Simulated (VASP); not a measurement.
Here is the system:

```
CELL_PARAMETERS angstrom
      0.00000     2.35000     2.35000
      2.35000     0.00000     2.35000
      2.35000     2.35000     0.00000
ATOMIC_POSITIONS crystal
  Zr 0.00000 0.00000 0.00000
  C  0.50000 0.50000 0.50000
```

Calculation: PBEsol GGA, VASP's PBE PAW potentials (set 64) (plane waves; VASP). Numerical set-up: 520 eV cut-off, 12×12×12 Γ-centred mesh, first-order Methfessel-Paxton smearing of 0.10 eV, potentials Zr_sv C.

Question: Predict the energy per atom (σ→0), pressure, band gap (on the k-mesh) with the smallest direct gap where there is one.

Answer: 
band gap (on the k-mesh): none (metal, semimetal or under 0.01 eV)
energy per atom (σ→0): -10.283 eV/atom
pressure: -4.08 GPa

The compound is ZrC in the rock salt structure. The cell was not relaxed at this level. The run is one of a series of settings (GGA = PS against the base run), some of them coarse on purpose.
